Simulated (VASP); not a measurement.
# KTlIF: structure and properties in VASP, part 6 of 6

Wanted: the relaxed cell of KTlIF and its properties. The cell is invented: it takes the structure of a Materials Project entry for KNaICl (space group 123 there), with some of its atoms replaced by other elements, volume scaled by an estimate. It may not be a known or stable phase.

VASP 6.6.1, plane waves and PAW; the level of theory is named at each step.

So far. Step 9 (Bands along the symmetry lines (r2SCAN)): On this path the gap is indirect, 2.98 eV, with the valence top at R and the conduction bottom at X. The least direct gap is 3.00 eV.

The structure was built from a prototype and need not be the compound's stable phase.

**11. Band structure (revPBE) with a changed input**

Level of this step: revPBE; plane waves and PAW (Tl_d, I, K_sv, F); invented cell (VASP).

This run is made with a changed input; what comes of it follows.

File INCAR:

```
SYSTEM = KTlIF
PREC = Accurate
ENCUT = 45
EDIFF = 1E-06
NELM = 99
ISMEAR = -1
SIGMA = 0.05
LREAL = .FALSE.
ALGO = Normal
GGA = RE
NBANDS = 32
LORBIT = 11
LWAVE = .FALSE.
LCHARG = .FALSE.
KPAR = 2
```

File POSCAR:

```
KTlIF
1.0
    4.8223731690      0.0000000000      0.0000000000
    0.0000000000      4.8223731690      0.0000000000
    0.0000000000      0.0000000000      6.8215966159
Tl I K F
1 1 1 1
Direct
    0.0000000000      0.0000000000      0.0000000000
    0.5000000000      0.5000000000      0.0000000000
    0.5000000000      0.5000000000      0.5000000000
    0.0000000000      0.0000000000      0.5000000000
```

File KPOINTS:

```
Automatic mesh
0
Gamma
5 5 4
0 0 0
```

File KPOINTS_OPT:

```
Line mode
16
Line-mode
Reciprocal
  0.00000000   0.00000000   0.00000000 GAMMA
  0.00000000   0.50000000   0.00000000 X

  0.00000000   0.50000000   0.00000000 X
  0.50000000   0.50000000   0.00000000 M

  0.50000000   0.50000000   0.00000000 M
  0.00000000   0.00000000   0.00000000 GAMMA

  0.00000000   0.00000000   0.00000000 GAMMA
  0.00000000   0.00000000   0.50000000 Z

  0.00000000   0.00000000   0.50000000 Z
  0.00000000   0.50000000   0.50000000 R

  0.00000000   0.50000000   0.50000000 R
  0.50000000   0.50000000   0.50000000 A

  0.50000000   0.50000000   0.50000000 A
  0.00000000   0.00000000   0.50000000 Z

  0.00000000   0.50000000   0.00000000 X
  0.00000000   0.50000000   0.50000000 R

  0.50000000   0.50000000   0.00000000 M
  0.50000000   0.50000000   0.50000000 A
```

PAW data sets: Tl_d, I, K_sv and F (PBE family, release 64).

Started as:

```console
mpirun -np 2 vasp_std
```

The log of the run:

```text
[... set-up lines as in an earlier step ...]
 entering main loop
       N       E                     dE             d eps       ncg     rms          rms(c)
DAV:   1    -0.527538078879E+02   -0.52754E+02   -0.27295E+03  1392   0.147E+02
DAV:   2    -0.848552295554E+02   -0.32101E+02   -0.31012E+02  1368   0.518E+01
DAV:   3    -0.852912717623E+02   -0.43604E+00   -0.43555E+00  1352   0.584E+00
DAV:   4    -0.852916171731E+02   -0.34541E-03   -0.34540E-03  1336   0.152E-01
DAV:   5    -0.852916181188E+02   -0.94574E-06   -0.94619E-06  1328   0.523E-03    0.396E+02
DAV:   6     0.202798311585E+03    0.28809E+03   -0.20601E+02  1296   0.472E+01    0.266E+02
DAV:   7     0.255276712860E+03    0.52478E+02   -0.63599E+01  1328   0.273E+01    0.738E+01
DAV:   8     0.257129213629E+03    0.18525E+01   -0.65050E+00  1312   0.806E+00    0.238E+01
DAV:   9     0.257371137194E+03    0.24192E+00   -0.11409E+00  1272   0.264E+00    0.179E+01
DAV:  10     0.257639940855E+03    0.26880E+00   -0.54012E-01  1240   0.182E+00    0.237E+00
DAV:  11     0.257639477152E+03   -0.46370E-03   -0.17370E-02  1312   0.462E-01    0.159E+00
DAV:  12     0.257643464784E+03    0.39876E-02   -0.60473E-03  1312   0.345E-01    0.598E-01
DAV:  13     0.257643735607E+03    0.27082E-03   -0.71992E-04  1248   0.786E-02    0.155E-01
DAV:  14     0.257643714055E+03   -0.21552E-04   -0.59172E-05  1328   0.294E-02    0.102E-01
DAV:  15     0.257643722848E+03    0.87932E-05   -0.94121E-06  1288   0.132E-02    0.162E-02
DAV:  16     0.257643722703E+03   -0.14537E-06   -0.13791E-06  1040   0.442E-03
   1 F= 0.25764372E+03 E0= 0.25766927E+03  d E =-.511008E-01
 Start KPOINTS_OPT (optional k-point list driver)
k-point batch [1-18\144]
       N       E                     dE             ncg
DAV:   1    -0.534472088741E+04   -0.76879E+04     1472
DAV:   2    -0.629098517883E+04   -0.94626E+03     1312
DAV:   3    -0.630132777586E+04   -0.10343E+02     1384
DAV:   4    -0.630133502503E+04   -0.72492E-02     1264
DAV:   5    -0.630133503774E+04   -0.12706E-04     1376
DAV:   6    -0.630133503778E+04   -0.37149E-07      944
[...]
k-point batch [127-144\144]
       N       E                     dE             ncg
DAV:   1    -0.503118644060E+04   -0.10649E+05     1520
DAV:   2    -0.592932023782E+04   -0.89813E+03     1360
DAV:   3    -0.593975662822E+04   -0.10436E+02     1352
DAV:   4    -0.593976515766E+04   -0.85294E-02     1328
DAV:   5    -0.593976517542E+04   -0.17758E-04     1376
DAV:   6    -0.593976517547E+04   -0.48678E-07     1000
```

Run time: 6.4 s. Hardware: 2 MPI ranks of Intel Xeon Platinum 8259CL at 2.50GHz (Skylake/Cascade Lake), shared host; peak memory 0.21 GiB.

Parts of OUTCAR (step 11):

```text
   ENCUT  =   45.0 eV   3.31 Ry    1.82 a.u.   2.64  2.64  3.73*2*pi/ulx,y,z

   NELECT =      36.0000    total number of electrons

 E-fermi :   1.5441

 k-point     1 :       0.0000    0.0000    0.0000
  band No.  band energies     occupation
    ...
     16       0.8720      2.00000
     17       0.8720      2.00000
     18       1.3711      1.93907
     19       1.5414      1.02758
     20       1.5414      1.02758
     21       2.3240      0.00000
     22       5.7627      0.00000
     23       8.0914      0.00000
     24       8.9395      0.00000
     25       9.6937      0.00000
    ...

  Total     -414.4551724   -414.4551724   -401.8158683      0.0000000     -0.0000000      0.0000000
  in kB    -4185.8193697  -4185.8193697  -4058.1678222      0.0000000     -0.0000000      0.0000000
  external PRESSURE =   -4143.2688539 kB  Pullay stress =       0.0000000 kB

 POSITION                                       TOTAL-FORCE (eV/Angst)
 -----------------------------------------------------------------------------------
      0.00000      0.00000      0.00000         0.000000      0.000000      0.000000
      2.41119      2.41119      0.00000         0.000000      0.000000      0.000000
      2.41119      2.41119      3.41080         0.000000      0.000000      0.000000
      0.00000      0.00000      3.41080         0.000000      0.000000      0.000000
 -----------------------------------------------------------------------------------
    total drift:                                0.000000      0.000000     -0.000000

  FREE ENERGIE OF THE ION-ELECTRON SYSTEM (eV)
  ---------------------------------------------------
  free  energy   TOTEN  =       257.6437227029 eV

  energy  without entropy=      257.6948235096  energy(sigma->0) =      257.66927311

[... 5 parts as in an earlier step ...]

[... 11 further parts left out ...]
```

The run converged, but on settings that are not sound, so its numbers are not to be trusted.

Against the sound run on this cell (bands along the symmetry lines (revPBE)) the energy at zero smearing moves by +67336.8 meV an atom and the pressure by -414.34 GPa.

The fault in the input: cutoff typed in rydberg (ENCUT = 45). ENCUT is in eV: 1 Ry is 13.6 eV.

**12. Results**

```
relaxed volume                                             : 39.66 Å³/atom
relaxed conventional cell a, b, c                          : 4.822, 4.822, 6.822 Å
space group after relaxing, within 0.02 Å                  : P4/mmm (No. 123)
band gap                                                   : 2.70 eV, indirect (least direct gap of that run 2.70 eV)
gap among the points of the DOS mesh alone, an upper bound : 2.93 eV
bulk modulus (Hill)                                        : 12.1 GPa
shear modulus (Hill)                                       : 6.34 GPa
Debye temperature from the elastic constants               : 121 K
highest zone-centre mode                                   : 151 cm⁻¹
imaginary zone-centre modes                                : 3, down to 101i cm⁻¹
band gap (r2SCAN)                                          : 2.98 eV, indirect (least direct gap of that run 3.00 eV)
```

With revPBE, KTlIF relaxes to 39.66 Å³/atom in space group P4/mmm (held by the symmetry of the run) and has a nearly direct gap of 2.70 eV. Not obtained: band structure (TB-mBJ), because the run did not converge. Bands along the symmetry lines (revPBE): The path shows a nearly direct (within 0.01 eV) gap of 2.70 eV (valence top at R, conduction bottom at X). Elastic constants (revPBE): The highest mode in this list at Γ, 150.7 cm⁻¹, is mostly motion of K (84 % of the kinetic energy). 3 modes are imaginary, down to 101.1i cm⁻¹: the energy falls along them. Bands along the symmetry lines (r2SCAN): On this path the gap is indirect, 2.98 eV, with the valence top at R and the conduction bottom at X. The least direct gap is 3.00 eV. The other levels ran on the cell relaxed with revPBE, and without spin-orbit coupling unless named. Spin-orbit coupling is left out, and with elements this heavy it would split and shift bands near the edges, and it can change the kind of a small gap. Imaginary modes at Γ mean that the cell would distort to a lower symmetry. No search among competing phases was made. All values are for a static lattice at zero temperature.

[Lines on the potential files, build, host, timing and source positions are cut from VASP's logs without a mark.]

[Logs are printed without paths, hosts, clocks, repeated set-up lines and the standing remarks that a program may print on its own settings, such as how far it seeks lower states.]

[Hosts, paths, dates, database ids (printed as entryN), source tags and the programs' standing remarks are cut or masked in the printed files.]

[A measured line is paired with the nearest computed mode of its activity, which favours agreement.]

[In band tables of VASP the shares of atoms and orbitals are scaled to a sum of 1 inside the atoms' spheres.]
